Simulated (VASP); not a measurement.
A convergence study with VASP on BN (zinc blende): one setting is varied, all else stays as given below, so the limit is that of these other settings. The cell's lengths are 1 % over those of the tabulated start and one atom is moved, so it is off equilibrium.

```xyz
2
Lattice="0.0000 1.8256 1.8256 1.8256 0.0000 1.8256 1.8256 1.8256 0.0000" Properties=species:S:1:pos:R:3 pbc="T T T"
B      0.0000     0.0000     0.0000
N      0.9734     0.9128     0.9128
```

Computed with PBEsol GGA, VASP's PBE PAW potentials (set 64) (plane waves; VASP). The tightest run used: 1000 eV cut-off, 14×14×14 Γ-centred mesh, Gaussian smearing of 0.050 eV, potentials B N.

Gaps are read on the run's mesh, which can miss a band edge.

**Question.** The settings run are ENCUT = 250; ENCUT = 300; ENCUT = 350; ENCUT = 400; ENCUT = 450; ENCUT = 500; ENCUT = 550; ENCUT = 600; ENCUT = 650; ENCUT = 700; ENCUT = 750; ENCUT = 800; ENCUT = 850; ENCUT = 1000. From which on does the energy per atom stay within 0.01 eV/atom of the tightest run?

**Answer.** From ENCUT = 400 on: it is off by 0.0060 there and by no more than 0.01 in any finer run, while ENCUT = 350 is off by 0.0216.
| setting | E (eV/atom) | pressure (GPa) | gap on the mesh (eV) | plane waves | difference judged (eV/atom) |
|---|---|---|---|---|---|
| ENCUT = 250 | -9.1932 | -79.96 | 3.568 | 116 | 0.0438 |
| ENCUT = 300 | -9.1477 | -46.87 | 3.563 | 153 | 0.0016 |
| ENCUT = 350 | -9.1277 | -29.13 | 3.669 | 190 | 0.0216 |
| ENCUT = 400 | -9.1433 | -18.22 | 3.700 | 229 | 0.0060 |
| ENCUT = 450 | -9.1458 | -13.26 | 3.709 | 279 | 0.0035 |
| ENCUT = 500 | -9.1442 | -12.10 | 3.714 | 331 | 0.0051 |
| ENCUT = 550 | -9.1447 | -12.15 | 3.714 | 368 | 0.0046 |
| ENCUT = 600 | -9.1460 | -12.34 | 3.713 | 420 | 0.0033 |
| ENCUT = 650 | -9.1472 | -12.40 | 3.713 | 471 | 0.0021 |
| ENCUT = 700 | -9.1481 | -12.32 | 3.713 | 533 | 0.0012 |
| ENCUT = 750 | -9.1487 | -12.17 | 3.712 | 588 | 0.0007 |
| ENCUT = 800 | -9.1490 | -12.03 | 3.712 | 637 | 0.0003 |
| ENCUT = 850 | -9.1492 | -11.92 | 3.712 | 701 | 0.0001 |
| ENCUT = 1000 | -9.1493 | -11.84 | 3.712 | 895 | 0.0000 |

Left out are rungs that failed or repeat a setting and relaxations that didn't move; long series are thinned to 24 rows.

The compound is BN in the zinc blende structure. The cell was not relaxed at this level, it is distorted from the ideal structure.
